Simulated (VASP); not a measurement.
Input for VASP

### POSCAR
```
HfS2
1
    1.8222600000    -3.1562470000     0.0000000000
    1.8222600000     3.1562470000     0.0000000000
    0.0000000000     0.0000000000     5.8734000000
Hf S
1 2
Direct
  0.0000000000   0.0000000000   0.0000000000
  0.3333330000   0.6666670000   0.2500000000
  0.6666670000   0.3333330000   0.7500000000
```

INCAR:
```
ALGO  =  Normal
EDIFF  =  1E-6
ENCUT  =  300
GGA  =  PE
GGA_COMPAT  =  .FALSE.
ISIF  =  2
ISMEAR  =  -1
LASPH  =  .TRUE.
LCHARG  =  .FALSE.
LMAXMIX  =  6
LNONCOLLINEAR  =  .TRUE.
LORBIT  =  11
LREAL  =  .FALSE.
LSORBIT  =  .TRUE.
LWAVE  =  .FALSE.
MAGMOM  =  9*0.0
NELM  =  100
PREC  =  Accurate
SIGMA  =  0.01
SYSTEM  =  HfS2
```

### KPOINTS
```
Regular mesh
0
G
 8 8 5
0 0 0
```

POTCAR, in this order: Hf_pv S (PBE.64 set). Program: vasp_ncl.

Task: Write an equivalent input for Quantum ESPRESSO's pw.x.

Result: One equivalent input (not run):
```
&CONTROL
  calculation = 'scf'
  pseudo_dir = './pseudo'
  outdir = './out'
  tprnfor = .true.
  tstress = .true.
/
&SYSTEM
  ibrav = 0
  nat = 3
  ntyp = 2
  ecutwfc = 58
  occupations = 'smearing'
  smearing = 'fermi-dirac'
  degauss = 0.000735
  input_dft = 'pbe'
  noncolin = .true.
  lspinorb = .true.
/
&ELECTRONS
  conv_thr = 7.3e-08
  electron_maxstep = 100
/
ATOMIC_SPECIES
  Hf 178.490 Hf.upf
  S 32.060 S.upf
CELL_PARAMETERS angstrom
     1.8222600   -3.1562470    0.0000000
     1.8222600    3.1562470    0.0000000
     0.0000000    0.0000000    5.8734000
ATOMIC_POSITIONS crystal
  Hf   0.0000000  0.0000000  0.0000000
  S    0.3333330  0.6666670  0.2500000
  S    0.6666670  0.3333330  0.7500000
K_POINTS automatic
  8 8 5 0 0 0
```
Limits of the translation: the potentials are each code's own (VASP's PAW set, PseudoDojo norm-conserving files, fully relativistic, in pw.x), so ENCUT and ecutwfc are chosen apart and not converted; conv_thr bounds pw.x's estimated SCF error, while EDIFF bounds the energy change between steps.

The structure is a typed HfS2 crystal (P-3m1). The cell was not relaxed at this level. The run is one of a series of settings (GGA_COMPAT = .FALSE., LNONCOLLINEAR = .TRUE., LSORBIT = .TRUE., MAGMOM = 0.0 0.0 0.0 0.0 0.0 0.0 0.0 0.0 0.0, program vasp_ncl against the base run), some of them coarse on purpose.
